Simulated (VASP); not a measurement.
OSZICAR of a VASP run on Ca (fcc):

File OSZICAR:
```
       N       E                     dE             d eps       ncg     rms          rms(c)
DAV:   1     0.619584376364E+02    0.61958E+02   -0.50120E+03   846   0.962E+02
DAV:   2    -0.924994948200E+00   -0.62883E+02   -0.62496E+02   867   0.228E+02
DAV:   3    -0.208581280663E+01   -0.11608E+01   -0.11217E+01  1260   0.329E+01
DAV:   4    -0.212836021297E+01   -0.42547E-01   -0.42507E-01  1191   0.501E+00
DAV:   5    -0.212913499595E+01   -0.77478E-03   -0.77417E-03  1405   0.439E-01    0.219E+00
DAV:   6    -0.211775876778E+01    0.11376E-01   -0.83830E-03  1061   0.125E+00    0.131E+00
DAV:   7    -0.211214480253E+01    0.56140E-02   -0.14341E-02  1049   0.170E+00    0.972E-02
DAV:   8    -0.211199526818E+01    0.14953E-03   -0.10592E-03  1014   0.332E-01    0.185E-02
DAV:   9    -0.211199593654E+01   -0.66836E-06   -0.71232E-05  1309   0.754E-02    0.744E-03
DAV:  10    -0.211199639782E+01   -0.46128E-06   -0.43938E-06  1157   0.236E-02    0.630E-04
DAV:  11    -0.211199627312E+01    0.12471E-06   -0.18494E-07  1130   0.447E-03    0.409E-04
DAV:  12    -0.211199617669E+01    0.96424E-07   -0.97295E-09   575   0.108E-03
   1 F= -.16508928E+01 E0= -.16505007E+01  d E =-.165089E+01
```

Q: Which electronic solver shows in the log?

A: It is blocked Davidson (ALGO = Normal, or the opening steps of other solvers). The INCAR had ALGO = Normal.

Q: Can the final energy be trusted as converged?

A: The run converged. It stopped with EDIFF = 1E-7, NELM = 100, NSW = 40 and EDIFFG = -0.01 after 1 ionic step (PBEsol GGA, plane waves, VASP's PBE PAW potentials (set 64)).

The compound is Ca in the fcc structure. It was relaxed first under an external pressure of 2 GPa.
